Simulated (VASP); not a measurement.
Data:

```
InSb
1.0
    0.00000     3.24896     3.24896
    3.24896     0.00000     3.24896
    3.24896     3.24896     0.00000
In Sb
1 1
Cartesian
  3.24896   0.00000   3.24896
  1.62448   1.62448   1.62448
```

All values below come from HSE06 screened hybrid, VASP's PBE PAW potentials (set 64) (plane waves; VASP). Run with 520 eV cut-off, 6×6×6 Γ-centred mesh, Gaussian smearing of 0.050 eV, potentials In_d Sb.

Unless said otherwise, spin-orbit coupling is left out, though it shifts the bands of the heavy elements here.

**Question.** Estimate the energy per atom (σ→0), band gap (on the k-mesh) with the smallest direct gap where there is one.

**Answer.** 
```yaml
band gap (on the k-mesh): 0.48 eV
smallest direct gap (on the k-mesh): 0.48 eV
energy per atom (σ→0): -4.240 eV/atom
```

Total energies compare only between runs with the same potentials, cut-off and functional.

The compound is InSb in the zinc blende structure. This cell is one point of a volume scan, at 0.94 of the reference volume. The cell's shape comes from a PBE relaxation.
